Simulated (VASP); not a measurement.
Data:

```
AuZn
1.0
    3.18977     0.00000     0.00000
    0.00000     3.18977     0.00000
    0.00000     0.00000     3.18977
Zn Au
1 1
Direct
  0.50000   0.50000   0.50000
  0.00000   0.00000   0.00000
```

Computed with optB86b-vdW, VASP's PBE PAW potentials (set 64) (plane waves; VASP 6.6.1). Run with 520 eV cut-off, 12×12×12 Γ-centred mesh, first-order Methfessel-Paxton smearing of 0.10 eV, potentials Zn Au.

Q: Give the stress tensor in GPa (positive for a compressed cell).

A: 
```
-3.47   0.00   0.00
 0.00  -3.47   0.00
 0.00   0.00  -3.47
```
The pressure is its mean diagonal, -3.47 GPa.

The compound is AuZn in the CsCl type structure. This cell is one point of a volume scan, at 1.03 of the reference volume. The electron count is odd and the run is not spin-polarised, which forces a metal.
